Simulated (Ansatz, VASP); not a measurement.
# Cross-check of C between VASP and Ansatz

Aim: how closely do two programs agree when they are given the same cell, functional and k mesh? Of the first pair: The structure shown is frame 44 of Ansatz's trajectory.

Program: Ansatz 0.2.0. Level of theory: plane waves, with VASP 6.6.1 beside it; single point at RPBE. Results are calculated unless marked as measured.

**1. Starting point**

The cell holds 123 atoms: 123 C. Cell: a = 11.085 Å, b = 11.085 Å, c = 11.085 Å, α = 90.0°, β = 90.0°, γ = 90.0°. As first built, before any earlier steps moved the atoms (in the runner's words): 123 atoms (123 C) placed at random at 1.8 g/cm^3, melted at 6000 K for 10 ps at fixed volume with the LCBOP (Los and Fasolino, Phys. Rev. B 68, 024107 (2003)). Quenched from 5000 K to 300 K at 500 K/ps and fixed volume, held 5 ps, then minimised at fixed cell.

**2. Ansatz: dynamics, RPBE**

Ansatz runs on its default PAW (the set named soft_2) files.

One frame of this run of dynamics is then solved in both programs, so the motion causes no difference.

input.yaml reads:

```yaml
crystal:
  lattice:
    - [11.0851, 0.0, 0.0]
    - [0.0, 11.0851, 0.0]
    - [0.0, 0.0, 11.0851]
  atoms:
    - { symbol: C, position: [0.55182, 0.04648, 0.21995] }
    - { symbol: C, position: [0.65825, 0.63205, 0.05931] }
    - { symbol: C, position: [0.29273, 0.35904, 0.39607] }
    - { symbol: C, position: [0.20737, 0.05499, 0.98882] }
    - { symbol: C, position: [0.69144, 0.57623, 0.34724] }
    - { symbol: C, position: [0.0351, 0.96142, 0.46996] }
    - { symbol: C, position: [0.72268, 0.27955, 0.38558] }
    - { symbol: C, position: [0.31909, 0.47082, 0.32718] }
    - { symbol: C, position: [0.42096, 0.13121, 0.90334] }
    - { symbol: C, position: [0.85008, 0.50987, 0.5907] }
    - { symbol: C, position: [0.3081, 0.79701, 0.37642] }
    - { symbol: C, position: [0.56093, 0.76976, 0.34687] }
    - { symbol: C, position: [0.98794, 0.37056, 0.46753] }
    - { symbol: C, position: [0.65394, 0.73876, 0.87437] }
    - { symbol: C, position: [0.17956, 0.58212, 0.92404] }
    - { symbol: C, position: [0.8079, 0.93787, 0.96228] }
    - { symbol: C, position: [0.29469, 0.50486, 0.67702] }
    - { symbol: C, position: [0.11852, 0.98529, 0.5687] }
    - { symbol: C, position: [0.7632, 0.72279, 0.80695] }
    - { symbol: C, position: [0.25265, 0.05692, 0.77238] }
    - { symbol: C, position: [0.19833, 0.70544, 0.96577] }
    - { symbol: C, position: [0.11951, 0.51154, 0.28051] }
    - { symbol: C, position: [0.19566, 0.47881, 0.99598] }
    - { symbol: C, position: [0.15095, 0.9725, 0.78488] }
    - { symbol: C, position: [0.523, 0.58076, 0.74017] }
    - { symbol: C, position: [0.7418, 0.03723, 0.34843] }
    - { symbol: C, position: [0.93623, 0.01883, 0.22924] }
    - { symbol: C, position: [0.45586, 0.10244, 0.14107] }
    - { symbol: C, position: [0.67411, 0.16579, 0.65323] }
    - { symbol: C, position: [0.29924, 0.10737, 0.65804] }
[... 87 atom lines left out ...]
    - { symbol: C, position: [0.97965, 0.79673, 0.2143] }
    - { symbol: C, position: [0.38976, 0.58627, 0.70747] }
    - { symbol: C, position: [0.79546, 0.01876, 0.47144] }
    - { symbol: C, position: [0.09823, 0.91369, 0.67798] }
    - { symbol: C, position: [0.26173, 0.69453, 0.30195] }
    - { symbol: C, position: [0.86645, 0.61488, 0.21573] }
kpoints:
  mp_grid: { grid: [1, 1, 1] }
hamiltonian:
  xc: rpbe
scf:
  occupations: { method: fermi_dirac, width: 0.05 }
output:
  forces: true
md:
  timestep: 1.0
  n_steps: 131
  ensemble: nvt_nose_hoover
  temperature: 300
  initial_velocities: maxwell_boltzmann
  seed: 9065
```

On the command line:

```console
$ ansatz run input.yaml --threads 4 --pin off --max-ram 8192MiB --backend cpu --events-out ev --progress --plain --runs-dir out
```

Numbers of over 12 decimals in the logs are rounded to 6 here.

What it wrote:

```text
Warning: md: disabling space-group detection — thermal motion breaks the input geometry's symmetry, so no spatial operation reduces the k-mesh or symmetrises the density; time reversal is kept, so that k and −k are solved as one point where they differ and the mesh holds both, and exact exchange and, on two spinor components, a DFT+U term hold to it where the run has them: on two components no moment then forms, and  [...]
Engine: ansatz 0.2.0, aarch64-unknown-linux-gnu
Pseudopotentials: kind: paw
Pseudopotential: C, paw, valence charge 4, recommended cutoff 420 eV (normal), C.paw.azcp
Functional definition: RPBE
  parameter kappa = 0.804
  parameter beta = 0.066725
  exchange = rpbe_x(kappa = kappa, mu = beta*pi^2/3)
  correlation = pbe_c(beta = beta)
Crystal: 123 atoms, lattice volume = 1362.131 Å³
Basis set: ecut = 420 eV, 26745 PW (Γ), exchange–correlation on 150×150×150 points (8 copies of the dense FFT grid, shifted against one another)
Bands: 369, of which v1, the nominal top of the filled ones, is band 246 counted from 1 (245 counted from 0)
Symmetry: 1 space group operations
k-points: 1
Non-local potential: C, projectors of the file, l = 0: 2, l = 1: 2, l = 2: 1
PAW form: soft (Blöchl's): semilocal exchange-correlation on the pseudo side does not see the compensation charge
PAW frozen core: C, regenerated for the run's functional, and the local potential with it (the file was generated under x = pbe(κ = 0.804, μ = 0.219515), c = pbe(β = 0.066725))
PAW one-centre angular grid: C, 110 points (default); XC on 64 Gauss nodes
Initial density: superposition of atomic densities (neutral atoms: chi_scale 0, normalization atom), corrected by the library's trained network
Initial wavefunctions: pseudopotential atomic-orbital guess
Functional: x = rpbe, c = pbe(β = 0.066725)
SCF iter   1: F=—  HF=-30913.739751 eV  |F-HF|=—  |Δ(HF+E_count)|=         —  Δρ=1.30e-2  dr2=3.96e0  ethr=1.77e-3  ⟨swp⟩=5.0  Hψ=1484  notcnv=0  defer=91
preconditioner: auto → LDOS  [metal: Δε(μ)=0.069 eV  Ē_g=13.575 eV  σ=0.050 eV  W_gap=0.33  n_scr=256 (ndim 8)  ℏωp=22.3 eV  f_vac=0.161  D(μ)=22.64/eV (n_scr^D=122)  β→1.0]
SCF iter   2: F=—  HF=-30913.458719 eV  |F-HF|=—  |Δ(HF+E_count)|=   2.81e-1  Δρ=6.43e-3  dr2=9.89e-1  ethr=8.05e-4  ⟨swp⟩=3.0  Hψ=657  notcnv=0  defer=96
SCF iter   3: F=—  HF=-30913.326542 eV  |F-HF|=—  |Δ(HF+E_count)|=   1.32e-1  Δρ=1.80e-3  dr2=7.27e-2  ethr=2.01e-4  ⟨swp⟩=2.0  Hψ=457  notcnv=0  defer=96
SCF iter   4: F=—  HF=-30913.319712 eV  |F-HF|=—  |Δ(HF+E_count)|=   6.83e-3  Δρ=7.02e-4  dr2=9.84e-3  ethr=1.48e-5  ⟨swp⟩=2.0  Hψ=501  notcnv=0  defer=96
SCF iter   5: F=—  HF=-30913.318695 eV  |F-HF|=—  |Δ(HF+E_count)|=   1.02e-3  Δρ=2.25e-4  dr2=9.54e-4  ethr=2.00e-6  ⟨swp⟩=2.0  Hψ=492  notcnv=0  defer=96
SCF iter   6: F=—  HF=-30913.318787 eV  |F-HF|=—  |Δ(HF+E_count)|=   9.16e-5  Δρ=1.10e-4  dr2=2.42e-4  ethr=1.94e-7  ⟨swp⟩=2.0  Hψ=503  notcnv=0  defer=96
SCF iter   7: F=—  HF=-30913.318815 eV  |F-HF|=—  |Δ(HF+E_count)|=   2.79e-5  Δρ=4.67e-5  dr2=4.19e-5  ethr=4.93e-8  ⟨swp⟩=2.0  Hψ=446  notcnv=0  defer=96
SCF iter   8: F=—  HF=-30913.316896 eV  |F-HF|=—  |Δ(HF+E_count)|=   1.92e-3  Δρ=2.18e-5  dr2=8.66e-6  ethr=8.53e-9  ⟨swp⟩=2.0  Hψ=554  notcnv=0  defer=96
SCF iter   9: F=—  HF=-30913.316896 eV  |F-HF|=—  |Δ(HF+E_count)|=   1.44e-7  Δρ=9.88e-6  dr2=1.80e-6  ethr=1.76e-9  ⟨swp⟩=2.0  Hψ=395  notcnv=0  defer=96
SCF iter  10: F=—  HF=-30913.316897 eV  |F-HF|=—  |Δ(HF+E_count)|=   4.67e-8  Δρ=4.55e-6  dr2=4.03e-7  ethr=3.65e-10  ⟨swp⟩=2.0  Hψ=460  notcnv=0  defer=96
SCF iter  11: F=-30913.316896 eV  HF=-30913.316897 eV  |F-HF|=5.48e-8  |Δ(HF+E_count)|=   4.54e-9  Δρ=2.02e-6  dr2=8.60e-8  ethr=2.03e-11  ⟨swp⟩=4.0  Hψ=933  notcnv=0
SCF 1 converged in 11 iterations: F = -30913.316896 eV  dr2 = 8.60e-8
  greatest PAW one-centre occupation: 0.697 electrons in one spin orbital (limit 2), on the C atom at site 63 (counted from 0), in its partial waves of l = 0
md step     0: t =     0.00 fs  T =   300.0 K  F+E_penalty+E_count = -30913.31689647 eV  E_kin = 4.730916 eV  conserved = -30908.58598051 eV  (11 SCF iters)
Initial density: handed on by an earlier stage of this run
Initial wavefunctions: those handed on with the density
iter 1 solved again at ethr=1.96e-5 eV; its pass at ethr=3.10e-3 eV (dr2=9.66e-2 eV) is discarded
SCF iter   1: F=—  HF=-30913.501611 eV  |F-HF|=—  |Δ(HF+E_count)|=         —  Δρ=2.69e-3  dr2=1.01e-1  ethr=1.96e-5  ⟨swp⟩=9.0  Hψ=1824  notcnv=0  defer=1
[...]
SCF iter   4: F=—  HF=-30922.401965 eV  |F-HF|=—  |Δ(HF+E_count)|=   1.39e-3  Δρ=2.13e-4  dr2=8.65e-4  ethr=1.99e-6  ⟨swp⟩=2.0  Hψ=571  notcnv=0
SCF iter   5: F=—  HF=-30922.401911 eV  |F-HF|=—  |Δ(HF+E_count)|=   5.37e-5  Δρ=9.82e-5  dr2=1.93e-4  ethr=1.76e-7  ⟨swp⟩=3.0  Hψ=635  notcnv=0
SCF iter   6: F=—  HF=-30922.401901 eV  |F-HF|=—  |Δ(HF+E_count)|=   1.02e-5  Δρ=4.74e-5  dr2=4.05e-5  ethr=3.91e-8  ⟨swp⟩=2.0  Hψ=481  notcnv=0
SCF iter   7: F=—  HF=-30922.399714 eV  |F-HF|=—  |Δ(HF+E_count)|=   2.19e-3  Δρ=1.98e-5  dr2=7.07e-6  ethr=8.23e-9  ⟨swp⟩=2.0  Hψ=543  notcnv=0
SCF iter   8: F=—  HF=-30922.399714 eV  |F-HF|=—  |Δ(HF+E_count)|=   6.01e-7  Δρ=7.98e-6  dr2=1.18e-6  ethr=1.44e-9  ⟨swp⟩=2.0  Hψ=557  notcnv=0
SCF iter   9: F=—  HF=-30922.399714 eV  |F-HF|=—  |Δ(HF+E_count)|=   4.14e-8  Δρ=3.58e-6  dr2=2.55e-7  ethr=2.40e-10  ⟨swp⟩=2.0  Hψ=479  notcnv=0
SCF iter  10: F=-30922.399714 eV  HF=-30922.399714 eV  |F-HF|=2.88e-8  |Δ(HF+E_count)|=  7.86e-10  Δρ=1.60e-6  dr2=4.40e-8  ethr=2.03e-11  ⟨swp⟩=4.0  Hψ=906  notcnv=0
SCF 132 converged in 10 iterations: F = -30922.399714 eV  dr2 = 4.40e-8
md step   131: t =   131.00 fs  T =   605.2 K  F+E_penalty+E_count = -30922.39971351 eV  E_kin = 9.543562 eV  conserved = -30908.63126990 eV  (10 SCF iters)
SCF converged after 10 iterations
Free energy (F): -30922.399714 eV
Harris-Foulkes:  -30922.399714 eV  (|F-HF|=2.88e-8)
Internal energy: -30922.228302 eV  (E = F + TS)
E sigma→0 (E₀):  -30922.314008 eV
Entropy (-TS):   -0.171411 eV (-1.394 meV/atom)
Fermi energy:    4.664023 eV
--- Per-component energies (eV) ---
  E_band       = -1923.475795
  E_kinetic    = 10861.574837
  E_local      = -28718.447398  (includes V_loc(G=0)·N_el)
  E_nonlocal   = 3233.866189
  E_hartree    = 10315.323283
  E_xc         = -5824.870270
  E_vxc        = -7191.791737  (∫ρ·V_xc dr)
  E_paw        = -12322.321263  (= ΣΔE_a)
  E_vpaw       = -739.323181  (= ΣTr[D̂ρ^β])
  E_aug_tail   = 0.000862  (compensation charges beyond the density's cutoff)
  E_ewald      = -8465.532369
  E_core_change = -1.822173  (= ΣΔE_core)
  E_smearing   = -0.171411  (= −TS)
  E_closure    = 0.000000  (closes the sum)
  Σ components = -30922.399714   (vs F -30922.399714, Δ=0.00e0)
--- Forces (eV/Å), atoms counted from 1 ---
  atom   1  C      0.51676900    -0.73991573    -0.00590733
  atom   2  C     -2.73490756    -1.46957569     0.92737344
  atom   3  C      1.47762325     0.07332603    -1.72393447
  atom   4  C     -0.35641304    -1.25211259    -0.26960512
  atom   5  C     -0.31989195    -0.13680671    -1.35219608
  atom   6  C      0.79203820     0.03835613    -1.99836178
  atom   7  C     -0.59120755     0.67817012    -0.97246645
  atom   8  C      0.94907392     0.25546740    -0.29071199
  atom   9  C      0.76984509     0.72649779    -1.45521689
  atom  10  C     -0.56494964     0.00041502     1.31934346
  atom  11  C     -1.30177188     0.41465379    -0.06552776
  atom  12  C     -2.06822776     0.56285860     0.07119570
  atom  13  C      1.08393431    -0.20551362     0.50414120
  atom  14  C      0.24093145    -1.13537944     1.05637526
  atom  15  C      0.39757394    -0.41775334     0.28655688
  atom  16  C     -2.07724471     2.03594441    -0.86278596
  atom  17  C     -2.04510093     0.36440830     0.03799962
  atom  18  C     -1.57903569    -0.50107732    -0.21831122
  atom  19  C      0.02621957    -0.35491340    -0.99684719
  atom  20  C     -1.32173771    -0.46661128    -1.22130132
  atom  21  C     -1.60348323    -1.94595705     0.35735184
  atom  22  C      1.34812066     1.57458219     0.31104661
  atom  23  C      0.53706720     2.10986219    -1.64066968
  atom  24  C      0.08096669    -0.01966496     1.67662773
[...]
atom 116  C     -0.89789891     0.09147930    -1.11977845
  atom 117  C     -2.96682494    -0.31496797     0.23973224
  atom 118  C     -0.66150691    -1.16828643    -2.20535786
  atom 119  C     -0.21317627     1.62417451     1.57231966
  atom 120  C     -0.05055278     0.36667972     0.91681057
  atom 121  C      0.05458453    -0.03934185     0.29540828
  atom 122  C      0.68646676     1.06557374     1.19349489
  atom 123  C     -0.72062657    -0.37582354     0.54489268
  max |Σ_I F_I| component: 1.31e-4 eV/Å
--- MD trajectory: 131 steps, t = 0.0 → 131.0 fs ---
  final state: T = 605.2 K   F+E_penalty+E_count = -30922.39971351 eV   E_kin = 9.543562 eV
  conserved energy: peak-to-peak 4.529e-2 eV (3.682e-4 eV/atom) over 131.0 fs
```

The column dr2 measures how far the density is from self-consistency, as an energy; F and HF (Harris–Foulkes) agree once it is small.

**3. VASP: single point, RPBE, pair 1**

The same cell, functional, mesh and smearing now go to VASP, with its own data sets.

Lines of VASP's logs that name or quote its potential files are left out, and so is its time.

INCAR reads:

```
SYSTEM = C
PREC = Accurate
ENCUT = 520
EDIFF = 1E-06
NELM = 120
ISMEAR = -1
SIGMA = 0.05
LREAL = Auto
ALGO = Normal
GGA = RP
NBANDS = 336
LORBIT = 11
LWAVE = .FALSE.
LCHARG = .FALSE.
ISIF = 2
LASPH = .TRUE.
GGA_COMPAT = .FALSE.
NCORE = 4
```

POSCAR reads:

```
C
1.0
   11.0851000000      0.0000000000      0.0000000000
    0.0000000000     11.0851000000      0.0000000000
    0.0000000000      0.0000000000     11.0851000000
C
123
Direct
    0.5490433104      0.0548393790      0.2283245077
    0.6415097744      0.6137427718      0.0427781436
    0.2884051565      0.3486121009      0.3945205727
    0.2137644225      0.0618668302      0.9840235992
    0.6817890682      0.5779559950      0.3458606598
    0.0576720102      0.9589809745      0.4639380790
    0.7335251825      0.2933577505      0.4041370849
    0.3134568024      0.4532300115      0.3341963537
    0.4179935228      0.1463856889      0.9002715357
    0.8533978043      0.5011772560      0.6164400862
    0.3130959576      0.8093386618      0.3576151771
    0.5717314233      0.7718559147      0.3706326510
    0.9769600635      0.3949445652      0.4579751198
    0.6488619859      0.7335251825      0.8672181577
    0.1875039467      0.5766930384      0.9390984294
    0.7964023780      0.9550207035      0.9636719560
    0.2949995940      0.4907308008      0.6696646850
    0.1362639940      0.9802978773      0.5656331472
    0.7685632065      0.7304489811      0.8156805081
    0.2470252862      0.0800082994      0.7683466996
    0.1927452166      0.7111167243      0.9839694725
    0.1393311743      0.4862473049      0.2751982391
    0.1792496234      0.4736177391      0.0077762041
    0.1521772469      0.9942715898      0.7870204148
    0.5177670928      0.5755924620      0.7403271058
    0.7507735609      0.0458633661      0.3323199610
    0.9474429640      0.0027694834      0.2261865026
    0.4464190670      0.1044465093      0.1385643792
    0.6698000018      0.1551271527      0.6378381792
    0.2939802077      0.1159033297      0.6557992260
[... 87 atom lines left out ...]
    0.9684892333      0.7788743448      0.2239492652
    0.3849942716      0.5646047397      0.7249731622
    0.8082561276      0.0391696963      0.4599236813
    0.1005854706      0.9238617604      0.6794886830
    0.2668627256      0.6953297670      0.2812874940
    0.8514402216      0.6093224238      0.2129074163
```

KPOINTS reads:

```
Automatic mesh
0
Gamma
1 1 1
0 0 0
```

The projector-augmented-wave data sets are C (PBE family, release 64).

On the command line:

```console
$ mpirun -np 16 vasp_gam
```

What it wrote:

```text
[banner, memory and clock lines left out]
running   16 mpi-ranks, on    1 nodes
[...]
|                                                                             |
|               ----> ADVICE to this user running VASP <----                  |
|                                                                             |
|     You enforced a specific xc type in the INCAR file but a different       |
|     [... a line on the potential file left out ...]
|     I HOPE YOU KNOW WHAT YOU ARE DOING!                                     |
|                                                                             |

 LDA part: xc-table for (Slater+PW92), standard interpolation
 POSCAR, INCAR and KPOINTS ok, starting setup
[...]
entering main loop
       N       E                     dE             d eps       ncg     rms          rms(c)
DAV:   1     0.354244503560E+04    0.35424E+04   -0.27476E+05   672   0.141E+03
DAV:   2    -0.667789830070E+03   -0.42102E+04   -0.39907E+04   856   0.327E+02
DAV:   3    -0.101556715598E+04   -0.34778E+03   -0.33764E+03   800   0.933E+01
DAV:   4    -0.102782473328E+04   -0.12258E+02   -0.12141E+02   856   0.183E+01
[...]
DAV:  19    -0.975548281880E+03    0.11964E-04   -0.76976E-06   600   0.448E-03    0.176E-03
DAV:  20    -0.975548279870E+03    0.20105E-05   -0.17489E-06   600   0.240E-03    0.875E-04
DAV:  21    -0.975548279714E+03    0.15596E-06   -0.30913E-07   488   0.106E-03
   1 F= -.97554828E+03 E0= -.97551506E+03  d E =-.664337E-01
```

From OUTCAR (step 3):

```text
  FREE ENERGIE OF THE ION-ELECTRON SYSTEM (eV)
  ---------------------------------------------------
  free  energy   TOTEN  =      -975.5482797138 eV

  energy  without entropy=     -975.4818460392  energy(sigma->0) =     -975.51506288
```

The run ends at a pressure of -9.18 GPa, with forces up to 4.7 eV/Å.

**4. Differences**

Known differences besides the potentials themselves: the cutoff is 420 eV in Ansatz and 520 eV in VASP (PREC = Accurate, projectors in real space); Ansatz makes its cores anew for this functional, VASP keeps those of its PBE data sets. Total energies have different zeros and are not compared.

Forces on 10 of the 123 atoms, those with the largest forces and the largest differences (eV/Å; atoms numbered as in POSCAR):

| atom | Ansatz x, y, z | VASP x, y, z |
| --- | --- | --- |
| C2 | 3.460, -0.480, -1.703 | 3.443, -0.446, -1.709 |
| C12 | -3.865, 0.879, -0.491 | -3.834, 0.870, -0.488 |
| C22 | 1.613, 4.117, 0.746 | 1.611, 4.124, 0.748 |
| C23 | 0.782, 3.106, -2.357 | 0.787, 3.131, -2.385 |
| C27 | -2.589, 2.549, -0.715 | -2.636, 2.605, -0.732 |
| C59 | -1.579, -1.222, -0.810 | -1.566, -1.162, -0.800 |
| C64 | -1.160, 0.265, -1.256 | -1.223, 0.276, -1.261 |
| C73 | -1.063, 3.705, 2.633 | -1.083, 3.693, 2.631 |
| C81 | 3.964, -0.252, 0.806 | 3.950, -0.258, 0.823 |
| C101 | 1.624, 3.248, 2.447 | 1.628, 3.266, 2.444 |

The forces differ by 18 meV/Å r.m.s., which is 1.5 % of the r.m.s. force of 1.209 eV/Å (both taken over all components).

**5. Ansatz: dynamics, RPBE**

One frame of this run of dynamics is then solved in both programs, so the motion causes no difference.

The structure compared here is frame 88 of Ansatz's trajectory.

input.yaml is that of step 2.

On the command line:

```console
$ ansatz run input.yaml --threads 4 --pin off --max-ram 8192MiB --backend cpu --events-out ev --progress --plain --runs-dir out
```

What it wrote:

```text
[...]
Crystal: 123 atoms, lattice volume = 1362.131 Å³
Basis set: ecut = 420 eV, 26745 PW (Γ), exchange–correlation on 150×150×150 points (8 copies of the dense FFT grid, shifted against one another)
Bands: 369, of which v1, the nominal top of the filled ones, is band 246 counted from 1 (245 counted from 0)
Symmetry: 1 space group operations
k-points: 1
[...]
atom   8  C      0.94907392     0.25546740    -0.29071199
[...]
atom 120  C     -0.05055278     0.36667972     0.91681057
  atom 121  C      0.05458453    -0.03934185     0.29540828
  atom 122  C      0.68646676     1.06557374     1.19349489
  atom 123  C     -0.72062657    -0.37582354     0.54489268
  max |Σ_I F_I| component: 1.31e-4 eV/Å
--- MD trajectory: 131 steps, t = 0.0 → 131.0 fs ---
[...]
conserved energy: peak-to-peak 4.529e-2 eV (3.682e-4 eV/atom) over 131.0 fs
[key lines of the parts left out:]
SCF converged after 10 iterations
Free energy (F): -30922.399714 eV
Fermi energy:    4.664023 eV
```

(Continued in part 2 of 2.)

[Lines on the potential files, build, host, timing and source positions are cut from VASP's logs without a mark.]

[Logs are printed without paths, hosts, clocks, repeated set-up lines and the standing remarks that a program may print on its own settings, such as how far it seeks lower states.]

[Hosts, paths, dates, database ids (printed as entryN), source tags and the programs' standing remarks are cut or masked in the printed files.]
